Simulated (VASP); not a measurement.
Given:

```yaml
crystal:
  lattice:
    - [2.96726, 0.00000, 0.00000]
    - [0.00000, 2.96726, 0.00000]
    - [0.00000, 0.00000, 2.96726]
  atoms:
    - { symbol: Zn, position: [0.50000, 0.50000, 0.50000] }
    - { symbol: Cu, position: [0.00000, 0.00000, 0.00000] }
```

All values below come from PBE GGA with D3 dispersion (zero damping), VASP's PBE PAW potentials (set 64) (plane waves; VASP). Settings: 520 eV cut-off, 12×12×12 Γ-centred mesh, first-order Methfessel-Paxton smearing of 0.10 eV, potentials Zn Cu.

The job: CuZn (CsCl type), 2 atoms, PBE-D3 (zero damping), static run, 520 eV, 12×12×12 Γ-centred mesh. Roughly how much core time does it take on a busy server core?

About 10 core-seconds (one run on a shared machine, a rough figure). It had 84 irreducible k-points, 15 bands, up to 739 plane waves and 13 electronic steps.

The compound is CuZn in the CsCl type structure. This cell is one point of a volume scan, at 1.06 of the reference volume.
